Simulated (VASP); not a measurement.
InSb:

```
CELL_PARAMETERS angstrom
0.00000 3.26032 3.26032
3.26032 0.00000 3.26032
3.26032 3.26032 0.00000
ATOMIC_POSITIONS crystal
In 0.00000 0.00000 0.00000
Sb 0.25000 0.25000 0.25000
```

The cell was built by a generator and needn't be a form met in nature.

Base run:

- Program: VASP 6.6.1
- Functional: TB-mBJ
- Potentials or basis: VASP PAW PBE potentials, release 64 (In_d, Sb)
- Cutoff: 520 eV
- k mesh: 10 × 10 × 10
- Occupations: gaussian, width 0.03 eV
- Spin: no spin polarisation

Its results: band gap on the k mesh 0.39 eV, direct.

Q: The run is repeated on the same cell with these changes: functional from TB-mBJ to r2SCAN. What comes out?

A: Band gap on the k mesh 0.12 eV, direct.

Caveats: spin-orbit coupling is left out, which moves the levels of the heavy elements.
